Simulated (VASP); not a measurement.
```
CELL_PARAMETERS angstrom
      3.92631     0.00000     0.00000
      0.00000     3.92631     0.00000
      0.00000     0.00000     6.45476
ATOMIC_POSITIONS crystal
  Tl 0.00000 0.00000 0.00000
  Bi 0.50000 0.50000 0.50000
  F  0.50000 0.00000 0.70208
  F  0.50000 0.00000 0.29792
  F  0.00000 0.50000 0.70208
  F  0.00000 0.50000 0.29792
```

Level of theory: LDA (Ceperley-Alder, Perdew-Zunger) with spin-orbit coupling, VASP's LDA PAW potentials (set 64) (plane waves; VASP 6.6.1). Numerical set-up: 520 eV cut-off, 5×5×3 Γ-centred mesh, Gaussian smearing of 0.050 eV, potentials Tl_d Bi_d F.

### Question
What does the run give for the energy per atom (σ→0), band gap (over mesh and band path) with the smallest direct gap where there is one?

### Answer

band gap (over mesh and band path): 2.81 eV
smallest direct gap (over mesh and band path): 3.16 eV
energy per atom (σ→0): -490.1 kJ/mol-atom

The absolute energy has meaning only against runs of the same code, potentials and settings.

The structure comes from a computed database's TlBiF4 entry (P4/mmm); how it stands against other phases isn't given here. It was relaxed first.
